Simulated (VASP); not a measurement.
```
WS2
1.0
    1.59455    -2.76184     0.00000
    1.59455     2.76184     0.00000
    0.00000     0.00000    13.86035
W S
2 4
Cartesian
  1.59455   0.92061   3.46509
  1.59455  -0.92061  10.39526
  1.59455   0.92061  11.96631
  1.59455  -0.92061   5.03613
  1.59455  -0.92061   1.89404
  1.59455   0.92061   8.82421
```

Level of theory: PBE GGA, VASP's PBE PAW potentials (set 64) (plane waves; VASP 6.6.1). Numerical set-up: 400 eV cut-off, Gaussian smearing of 0.050 eV, potentials W_sv S.

Without a dispersion term in the relaxation, distances and binding between the weakly bound layers, chains or molecules are unreliable, and so is what depends on them. Unless said otherwise, spin-orbit coupling is left out, though it shifts the bands of the heavy elements here.

Question: Give the energies of bands 17 to 30 at the high-symmetry points, in eV from the valence-band maximum.

Answer: 
```json
[
 {"band": "17", "Γ": "-3.14", "M": "-4.81", "K": "-4.80", "A": "-3.14", "L": "-4.71", "H": "-4.77"},
 {"band": "18", "Γ": "-3.14", "M": "-4.62", "K": "-4.74", "A": "-3.14", "L": "-4.71", "H": "-4.77"},
 {"band": "19", "Γ": "-2.89", "M": "-3.71", "K": "-4.21", "A": "-2.45", "L": "-3.70", "H": "-4.23"},
 {"band": "20", "Γ": "-1.93", "M": "-3.69", "K": "-4.21", "A": "-2.45", "L": "-3.70", "H": "-4.23"},
 {"band": "21", "Γ": "-1.93", "M": "-2.47", "K": "-3.56", "A": "-1.93", "L": "-2.46", "H": "-3.53"},
 {"band": "22", "Γ": "-1.92", "M": "-2.43", "K": "-3.56", "A": "-1.93", "L": "-2.46", "H": "-3.53"},
 {"band": "23", "Γ": "-1.92", "M": "-1.61", "K": "-2.69", "A": "-1.93", "L": "-1.59", "H": "-2.70"},
 {"band": "24", "Γ": "-1.88", "M": "-1.57", "K": "-2.69", "A": "-1.93", "L": "-1.59", "H": "-2.70"},
 {"band": "25", "Γ": "-0.64", "M": "-1.26", "K": "-0.34", "A": "-0.24", "L": "-1.24", "H": "-0.31"},
 {"band": "26", "Γ": "0.00", "M": "-1.22", "K": "-0.28", "A": "-0.24", "L": "-1.24", "H": "-0.31"},
 {"band": "27", "Γ": "2.56", "M": "2.52", "K": "1.50", "A": "2.56", "L": "2.52", "H": "1.50"},
 {"band": "28", "Γ": "2.56", "M": "2.53", "K": "1.50", "A": "2.56", "L": "2.52", "H": "1.50"},
 {"band": "29", "Γ": "2.56", "M": "2.91", "K": "2.80", "A": "2.56", "L": "2.97", "H": "3.01"},
 {"band": "30", "Γ": "2.57", "M": "3.02", "K": "3.26", "A": "2.59", "L": "2.97", "H": "3.01"}
]
```

The gap is indirect, 1.50 eV, from the valence maximum at Γ to the conduction minimum at K.

The compound is WS2 in the 2H layered structure. It was relaxed first, which changed the volume by +15 %.
